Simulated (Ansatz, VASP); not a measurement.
# Nb2Sb3 in VASP and in Ansatz

```
Nb Sb
1.0
     4.93060    0.00000    0.00000
    -2.46530    4.27003    0.00000
     0.00000    0.00000    5.60933
Nb Sb
2 3
Direct
  0.33333 0.66667 0.11544
  0.66667 0.33333 0.88456
  0.00000 0.00000 0.00000
  0.33333 0.66667 0.62536
  0.66667 0.33333 0.37464
```

Alike in both runs: functional PBE; k mesh 6 × 6 × 4; occupations gaussian, width 0.1 eV; no spin polarisation.

Ansatz relaxed the structure, and its values are those at the end. VASP's run is a single point on that final structure, the one shown.

|  | VASP | Ansatz |
| --- | --- | --- |
| version | VASP 6.6.1 | Ansatz 0.2.0 |
| potentials or method | VASP PAW PBE potentials, release 64 (Nb_sv, Sb) | scalar-relativistic, plane waves, PAW |
| plane-wave cutoff (eV) | 520 | 420 |
| valence electrons in the cell | 41 | 71 |

|  | VASP | Ansatz | Ansatz less VASP |
| --- | --- | --- | --- |
| gap on the k mesh at the Fermi level (eV) | none | none | - |
| pressure (GPa) | -0.2 | 0.0 | +0.19 |
| rms of the force components (eV/Å) | 0.010 | 0.003 | -0.0063 |

A gap of «none» marks a metal or a gap that the smearing closes. The two sets of potentials don't hold the same shells in valence.

The runs have no spin-orbit coupling, so splittings on Sb are missing.
